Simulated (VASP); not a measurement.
Here is a VASP 6.6.1 calculation.

The input INCAR:

```
SYSTEM = InSb
PREC = Accurate
ENCUT = 520
EDIFF = 1E-6
ISMEAR = 1
SIGMA = 0.1
LREAL = .FALSE.
LASPH = .TRUE.
NELM = 80
ALGO = Normal
ISIF = 2
LWAVE = .FALSE.
LCHARG = .TRUE.
LDIPOL = .TRUE.
IDIPOL = 3
DIPOL = 0.5 0.5 0.500
GGA = PS
LELF = .TRUE.
LVHAR = .TRUE.
LVACPOTAV = .TRUE.
```

Contents of KPOINTS:

```
Automatic mesh
0
G
  6 8 1
  0 0 0
```

Contents of POSCAR:

```
InSb                                    
1.0
    6.4782000000      0.0000000000      0.0000000000
    0.0000000000      4.5807791500      0.0000000000
    0.0000000000      0.0000000000     18.2903895750
  In              Sb            
     2     2
Direct
     0.5374592200073410    0.5000000000000000    0.4823694318550307
     0.0374592200073410    0.0000000000000000    0.5176305681449693
     0.7125407799926590    0.0000000000000000    0.4180554188849891
     0.2125407799926589    0.5000000000000000    0.5819445811150109
```

Potentials or basis: VASP PAW PBE potentials, release 64 (In_d, Sb).

Launch:

```sh
$ cat potpaw_PBE.64/In_d/POTCAR potpaw_PBE.64/Sb/POTCAR > POTCAR
$ mpirun -np 1 vasp_std > vasp.out
```

What does it give for the ionisation potential of the upper face?

4.77 eV.

Estimate the largest force.

0.007 eV/Å.

Estimate the band gap on the k mesh.

1.02 eV, indirect (least direct gap 1.30 eV).

Forces in eV/Å, atoms in the order of the input:
```
In  -0.002  0.000  0.007
In  -0.002  0.000 -0.007
Sb   0.002  0.000 -0.005
Sb   0.002  0.000  0.005
```

Caveat: the PAW data sets were made with another functional, which shifts forces and pressure a little; spin-orbit coupling is left out, which moves the levels of the heavy elements.
